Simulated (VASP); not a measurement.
Output of a VASP run:

### OSZICAR
```
       N       E                     dE             d eps       ncg     rms          rms(c)
DAV:   1     0.439793497202E+02    0.43979E+02   -0.35185E+03   752   0.815E+02
DAV:   2     0.359765404308E+00   -0.43620E+02   -0.43377E+02   760   0.209E+02
DAV:   3    -0.100907703543E+01   -0.13688E+01   -0.13682E+01  1232   0.338E+01
DAV:   4    -0.102923434284E+01   -0.20157E-01   -0.20158E-01  1160   0.358E+00
DAV:   5    -0.102983793985E+01   -0.60360E-03   -0.60352E-03  1320   0.273E-01    0.236E+00
DAV:   6    -0.102951150434E+01    0.32644E-03   -0.18582E-03  1264   0.339E-01    0.147E+00
DAV:   7    -0.102976752896E+01   -0.25602E-03   -0.35316E-03  1184   0.441E-01    0.626E-02
DAV:   8    -0.102980415498E+01   -0.36626E-04   -0.19243E-04  1176   0.185E-01    0.212E-02
DAV:   9    -0.102981821589E+01   -0.14061E-04   -0.13078E-05  1144   0.321E-02    0.987E-03
DAV:  10    -0.102981778153E+01    0.43436E-06   -0.28155E-06  1176   0.148E-02    0.181E-03
DAV:  11    -0.102981770002E+01    0.81503E-07   -0.58313E-08  1032   0.318E-03
   1 F= -.10298177E+01 E0= -.10294617E+01  d E =-.106794E-02
```

OUTCAR:
```
------------------------ aborting loop because EDIFF is reached ----------------------------------------
  FORCE on cell =-STRESS in cart. coord.  units (eV):
  Direction    XX          YY          ZZ          XY          YZ          ZX
  --------------------------------------------------------------------------------------
  Total        0.2265586      0.2265586      0.2265586     -0.0000000      0.0000000     -0.0000000
  in kB        5.5744969      5.5744969      5.5744969     -0.0000000      0.0000000     -0.0000000
  external PRESSURE =       5.5744969 kB  Pullay stress =       0.0000000 kB
  volume of cell :       65.12
      direct lattice vectors                 reciprocal lattice vectors
    -2.534400000  2.534400000  2.534400000     0.000000000  0.197285354  0.197285354
     2.534400000 -2.534400000  2.534400000     0.197285354  0.000000000  0.197285354
     2.534400000  2.534400000 -2.534400000     0.197285354  0.197285354  0.000000000
 POSITION                                       TOTAL-FORCE (eV/Angst)
 -----------------------------------------------------------------------------------
      0.00000      0.00000      0.00000        -0.000000     -0.000000     -0.000000
 -----------------------------------------------------------------------------------
    total drift:                                0.000000      0.000000     -0.000000
  FREE ENERGIE OF THE ION-ELECTRON SYSTEM (eV)
  ---------------------------------------------------
  free  energy   TOTEN  =        -1.0298177000 eV

  energy  without entropy=       -1.0287497639  energy(sigma->0) =       -1.02946172
```
(Selected blocks of OUTCAR.)

**POSCAR**
```
K
1
   -2.5344000000     2.5344000000     2.5344000000
    2.5344000000    -2.5344000000     2.5344000000
    2.5344000000     2.5344000000    -2.5344000000
K
1
Direct
  0.0000000000   0.0000000000   0.0000000000
```

Problem. Write an INCAR and KPOINTS that could have produced this output.

Solution. One answer among several that fit: the input of the run itself, PBE GGA, plane waves, VASP's PBE PAW potentials (set 64).

### INCAR
```
ALGO  =  Normal
EDIFF  =  1E-7
ENCUT  =  480
GGA  =  PE
ISIF  =  2
ISMEAR  =  1
LASPH  =  .True.
LCHARG  =  .False.
LREAL  =  .False.
LWAVE  =  .False.
NELM  =  100
PREC  =  Accurate
SIGMA  =  0.1
SYSTEM  =  K
```

### KPOINTS
```
Automatic mesh
0
Gamma
10 10 10
0 0 0
```

POTCAR, in this order: K_sv (PBE.64 set). Program: vasp_std.

The compound is K in the bcc structure. This cell was strained or had an atom moved on purpose.
